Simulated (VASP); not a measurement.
Consider the following.

```xyz
2
Lattice="2.7682 0.0000 0.0000 0.0000 2.7682 0.0000 0.0000 0.0000 2.7682" Properties=species:S:1:pos:R:3 pbc="T T T"
Mn     0.0000     0.0000     0.0000
O      1.3841     1.3841     1.3841
```
Starting moments (μB, in the order of the record's atoms Mn O): 4.4 0.2.

Method: PBE GGA, VASP's PBE PAW potentials (set 64) (plane waves; VASP). Run with 520 eV cut-off, Gaussian smearing of 0.050 eV, potentials Mn_pv O.

The moments were started parallel, and other spin orders were not tried in this run.

### Question
Give the spin-up energies of bands 5 to 13 at the high-symmetry points, in eV from the Fermi level.

### Answer

| band | Γ | X | M | R |
|---|---|---|---|---|
| 5 | -4.20 | -7.82 | -5.49 | -6.53 |
| 6 | -4.20 | -4.02 | -5.49 | -6.53 |
| 7 | -2.49 | -4.02 | -3.74 | -6.53 |
| 8 | -2.49 | -3.87 | -2.73 | -1.29 |
| 9 | -2.49 | -1.76 | -2.46 | -1.29 |
| 10 | -1.84 | -1.37 | -2.46 | 0.10 |
| 11 | -1.84 | -0.04 | -1.72 | 0.10 |
| 12 | -1.84 | -0.04 | -1.33 | 0.10 |
| 13 | -0.48 | 4.68 | 5.21 | 5.82 |

### Question
Give the spin-down energies of bands 5 to 13 at the high-symmetry points, in eV from the Fermi level.

### Answer

| band | Γ | X | M | R |
|---|---|---|---|---|
| 5 | -2.00 | -6.79 | -4.93 | -5.24 |
| 6 | -2.00 | -2.40 | -4.93 | -5.24 |
| 7 | -2.00 | -2.40 | -1.26 | -5.24 |
| 8 | -0.30 | 0.25 | 0.03 | 3.37 |
| 9 | -0.30 | 2.70 | 1.18 | 3.37 |
| 10 | 1.30 | 2.74 | 1.78 | 3.47 |
| 11 | 2.62 | 3.16 | 1.78 | 3.47 |
| 12 | 2.62 | 3.16 | 3.31 | 3.47 |
| 13 | 2.62 | 6.16 | 7.96 | 7.59 |

It has no gap at this level: it comes out as a metal or semimetal.

The structure was generated: MnO was put into the CsCl type type (Pm-3m), which need not be its known phase. It was relaxed first, which changed the volume by +12 %.
